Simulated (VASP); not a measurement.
Write the native input for VASP 6.6.1 that does the following.

```yaml
Task: relaxation of cell and atoms
Functional: PBE
Potentials_or_basis: VASP PAW PBE potentials, release 64 (Ba_sv)
Cutoff: 600 eV
k_mesh: 12 × 12 × 12
Occupations: methfessel-paxton, width 0.1 eV
Spin: no spin polarisation
Further_INCAR_settings: ALGO = Normal; EDIFF = 1e-07; IBRION = 2; EDIFFG = -0.005; NSW = 90; ISIF = 3
```

The structure of Ba lies in POSCAR:

```
Ba                                      
1.0
   -2.5167361814      2.5167361814      2.5167361814
    2.5167361814     -2.5167361814      2.5167361814
    2.5167361814      2.5167361814     -2.5167361814
  Ba            
     1
Direct
     0.0000000000000000    0.0000000000000000    0.0000000000000000
```

These files were run (other wordings do the same):

INCAR

```
SYSTEM = Ba
ALGO     = Normal         ! electronic algorithm
EDIFF    = 1E-7           ! SCF threshold, eV
EDIFFG   = -0.005         ! ionic threshold
ENCUT    = 600            ! plane-wave cutoff, eV
GGA      = PE             ! functional
IBRION   = 2              ! ionic algorithm
ISIF     = 3              ! what is computed and relaxed
ISMEAR   = 1              ! smearing method
LASPH    = .True.         ! aspherical terms in the spheres
LCHARG   = .False.        ! write CHGCAR
LREAL    = .False.        ! projectors in reciprocal space
LWAVE    = .False.        ! write WAVECAR
NELM     = 80             ! most SCF steps
NSW      = 90             ! ionic steps
PREC     = Accurate       ! precision mode
SIGMA    = 0.1            ! smearing width, eV
```

KPOINTS

```
k-points
0
Gamma
  12 12 12
  0 0 0
```

Potentials or basis: VASP PAW PBE potentials, release 64 (Ba_sv).

Command:

```console
$ cat potpaw_PBE.64/Ba_sv/POTCAR > POTCAR
$ mpirun -np 1 vasp_std > vasp.out
```

Results of the run:

- Relaxed volume: 63.71 Å³/atom
- Relaxed cell: a = 4.358 Å, b = 4.358 Å, c = 4.358 Å, α = 109.47°, β = 109.47°, γ = 109.47°
- Space group after relaxing (to 0.05 Å): Im-3m (No. 229)
- Energy gained by relaxing: 0.0 meV/atom
- Ionic steps: 2
- Pressure after relaxing: 0.0 GPa
- Band gap on the k mesh: none (metal or under the smearing width)

Run time: 35 s on 1 thread of Intel(R) Xeon(R) 6975P-C (Granite Rapids), on a shared host, peak memory 0.23 GiB.
